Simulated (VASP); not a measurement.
Data:

```yaml
crystal:
  lattice:
    - [-1.57135, 2.23844, 3.47838]
    - [1.57135, -2.23844, 3.47838]
    - [1.57135, 2.23844, -3.47838]
  atoms:
    - { symbol: Ni, position: [0.00000, 0.00000, 0.00000] }
    - { symbol: B, position: [0.70381, 0.50000, 0.20381] }
    - { symbol: B, position: [0.29619, 0.50000, 0.79619] }
    - { symbol: W, position: [0.70059, 0.20059, 0.50000] }
    - { symbol: W, position: [0.29941, 0.79941, 0.50000] }
```

All values below come from LDA (Ceperley-Alder, Perdew-Zunger), VASP's LDA PAW potentials (set 64) (plane waves; VASP). Settings: 400 eV cut-off, 8×8×8 Γ-centred mesh, Fermi-Dirac smearing of 0.10 eV, potentials Ni B W_sv.

At this cut-off the stress carries a Pulay error, which pulls relaxed volumes low.

### Question
Give the force on each atom (eV/Å).

### Answer

```csv
atom,Fx,Fy,Fz
Ni1,0.000,0.000,0.000
B2,0.000,0.061,0.000
B3,0.000,-0.061,0.000
W4,0.000,0.000,0.151
W5,0.000,0.000,-0.151
```

### Question
Give the stress tensor in GPa (positive for a compressed cell).

### Answer

```
8.23  0.00  0.00
0.00  8.28  0.00
0.00  0.00  8.90
```
The pressure is its mean diagonal, 8.47 GPa.

The structure comes from a computed database's NiW2B2 entry; how it stands against other phases isn't given here. The cell was not relaxed at this level. The k-mesh is coarse (spacing up to 0.31 per Å, 2π included), so the numbers may not be converged in it. The run is not spin-polarised, so no magnetic state was tried.
